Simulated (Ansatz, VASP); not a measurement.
# Cross-check of Hf2GaSN2O (Hf2NOS MXene under honeycomb GaN, AC) between VASP and Ansatz, part 2 of 2

One calculation is typed for both programs; each brings its own data sets. How far apart do they land? The cell is taken from a series of runs on this material, whose earlier steps may have relaxed, scaled, displaced or heated it; both programs get it as it stands.

VASP 6.6.1 and Ansatz 0.2.0.

So far: Set-up; Ansatz: single point, PBE with D3(BJ); VASP: single point, PBE with D3(BJ).

### 3. VASP: single point, PBE with D3(BJ) (continued)

Level of this step: PBE with D3(BJ); plane waves and PAW (S, Hf_pv, N, O, Ga_d) (VASP).

Numbers of over 12 decimals in the logs are rounded to 6 here.

Parts of OUTCAR (step 3):

```text
ion  position               nearest neighbor table
   1  0.333  0.667  0.346-   2 2.47   2 2.47   2 2.47
   2  0.667  0.333  0.408-   4 2.32   4 2.32   4 2.32   1 2.47   1 2.47   1 2.47   3 3.24   3 3.24
                             3 3.24
   3  0.333  0.667  0.509-   6 2.11   6 2.11   6 2.11   4 2.28   4 2.28   4 2.28   2 3.24   2 3.24
                             2 3.24
   4  0.000  0.000  0.460-   3 2.28   3 2.28   3 2.28   2 2.32   2 2.32   2 2.32
   5  0.333  0.667  0.654-   7 1.88   7 1.88   7 1.88
   6  0.667  0.333  0.546-   3 2.11   3 2.11   3 2.11
   7  0.000  0.000  0.654-   5 1.88   5 1.88   5 1.88

  LATTYP: Found a hexagonal cell.
 ALAT       =     3.2609714053
 C/A-ratio  =     7.9741281242

 Subroutine GETGRP returns: Found  6 space group operations
 (whereof  6 operations were pure point group operations)

The static configuration has the point symmetry C_3v.

 Found     37 irreducible k-points:

   k-points           NKPTS =     37   k-points in BZ     NKDIM =     37   number of bands    NBANDS=     34

   dimension x,y,z NGX =    24 NGY =   24 NGZ =  196
   dimension x,y,z NGXF=    48 NGYF=   48 NGZF=  392

   ENCUT  =  520.0 eV  38.22 Ry    6.18 a.u.   6.06  6.06 48.35*2*pi/ulx,y,z

   NELECT =      55.0000    total number of electrons

 k-points in reciprocal lattice and weights: Automatic mesh
   0.00000000  0.00000000  0.00000000       0.003
   0.05555556 -0.00000000  0.00000000       0.019
   0.11111111 -0.00000000  0.00000000       0.019
   0.16666667 -0.00000000  0.00000000       0.019
   0.22222222 -0.00000000  0.00000000       0.019
   0.27777778 -0.00000000  0.00000000       0.019
   0.33333333 -0.00000000  0.00000000       0.019
   0.38888889 -0.00000000  0.00000000       0.019
   0.44444444 -0.00000000  0.00000000       0.019
[...]
0.33333333  0.27777778  0.00000000       0.037
   0.33333333  0.33333333  0.00000000       0.006

 dipolmoment           0.000000      0.000000     -0.058192 electrons x Angstroem

 average (electrostatic) potential at core
       1 -91.6893       2 -43.0712       3 -44.1922       4 -70.2557       5 -68.6594
       6 -77.1200       7 -70.4157

 E-fermi :  -0.5017

 k-point     1 :       0.0000    0.0000    0.0000
  band No.  band energies     occupation
    ...
     23      -3.2302      2.00000
     24      -1.9480      2.00000
     25      -1.9480      2.00000
     26      -1.5106      2.00000
     27      -1.5106      2.00000
     28       0.1544      0.00000
     29       0.2780      0.00000
     30       0.2780      0.00000
     31       0.5064      0.00000
     32       1.4998      0.00000
    ...

 k-point     2 :       0.0556   -0.0000    0.0000
  band No.  band energies     occupation
    ...
     23      -3.2426      2.00000
     24      -2.2449      2.00000
     25      -2.0080      2.00000
     26      -1.7241      2.00000
     27      -1.5877      2.00000
     28       0.0699      0.00000
     29       0.4051      0.00000
     30       0.4065      0.00000
     31       0.7399      0.00000
     32       1.5527      0.00000
    ...

 k-point     3 :       0.1111   -0.0000    0.0000
  band No.  band energies     occupation
    ...
     23      -3.3817      2.00000
     24      -2.9193      2.00000
     25      -2.1756      2.00000
     26      -2.1249      2.00000
     27      -1.7511      2.00000
     28      -0.1784      0.00001
     29       0.6714      0.00000
     30       0.7076      0.00000
     31       1.2195      0.00000
     32       1.6624      0.00000
    ...

 Edisp (eV)   -1.64878

  Total      -0.80255    -0.80255    -0.67740     0.00000     0.00000     0.00000
  in kB      -5.36942    -5.36942    -4.53214     0.00000     0.00000     0.00000
  external pressure =       -5.09 kB  Pullay stress =        0.00 kB

  energy-cutoff  :      520.00
  volume of cell :      239.47
      direct lattice vectors                 reciprocal lattice vectors
     3.260971405  0.000000000  0.000000000     0.306657089  0.177048553  0.000000000
    -1.630485703  2.824084078  0.000000000     0.000000000  0.354097106  0.000000000
     0.000000000  0.000000000 26.003403795     0.000000000  0.000000000  0.038456504

 POSITION                                       TOTAL-FORCE (eV/Angst)
 -----------------------------------------------------------------------------------
     -0.00000      1.88272      9.00000        -0.000000     -0.000000      0.084340
      1.63049      0.94136     10.60153         0.000000     -0.000000      0.014532
     -0.00000      1.88272     13.23852        -0.000000     -0.000000      0.048433
      0.00000      0.00000     11.95633        -0.000000     -0.000000      0.030181
     -0.00000      1.88272     16.99990         0.000000      0.000000      0.000286
      1.63049      0.94136     14.19492        -0.000000     -0.000000     -0.176354
      0.00000      0.00000     17.00340        -0.000000     -0.000000     -0.001419
 -----------------------------------------------------------------------------------
    total drift:                                0.000006     -0.000003     -0.000685

  FREE ENERGIE OF THE ION-ELECTRON SYSTEM (eV)
  ---------------------------------------------------
  free  energy   TOTEN  =       -60.6633162746 eV

  energy  without entropy=      -60.6579116428  energy(sigma->0) =      -60.66061396

 vacuum level on the upper side and lower side of the slab         3.774         4.917

 total charge
# of ion       s       p       d       tot
------------------------------------------
    1        1.356   2.424   0.000   3.779
    2        0.313   6.570   1.699   8.582
    3        0.304   6.594   1.574   8.471
    4        1.239   2.479   0.000   3.718
    5        1.221   2.478   0.000   3.699
    6        1.567   3.488   0.000   5.055
    7        0.826   0.842  10.132  11.800
--------------------------------------------------
tot          6.824  24.875  13.405  45.105

[... 3 further parts left out ...]
```

### 4. Side by side

Known differences besides the potentials themselves: the data sets hold 87 valence electrons in Ansatz (on its default PAW (the set named soft_2) files) and 55 in VASP; the cutoff is 420 eV in Ansatz and 520 eV in VASP. Total energies have different zeros and are not compared.

Compared:

```csv
quantity,Ansatz,VASP,difference
"work function, lower of the two faces (eV)",4.23,4.28,-0.04
"work function, higher of the two faces (eV)",5.43,5.42,+0.01
```

With vacuum in the cell, a pressure given here is an average over mostly empty space and none of the material.

### 5. Results

```json
{
  "difference in work function, lower of the two faces (single point, PBE with D3(BJ))": "-0.044 eV"
}
```

In words: The difference in work function, lower of the two faces is -0.044 eV (single point, PBE with D3(BJ)). The data sets hold unlike numbers of valence electrons (87 in Ansatz and 55 in VASP), so part of the differences comes from the potentials. Such differences can come from data sets, numerical settings and the points named under the comparisons, not from the functional's error against experiment.

[Lines on the potential files, build, host, timing and source positions are cut from VASP's logs without a mark.]

[Logs are printed without paths, hosts, clocks, repeated set-up lines and the standing remarks that a program may print on its own settings, such as how far it seeks lower states.]

[Hosts, paths, dates, database ids (printed as entryN), source tags and the programs' standing remarks are cut or masked in the printed files.]
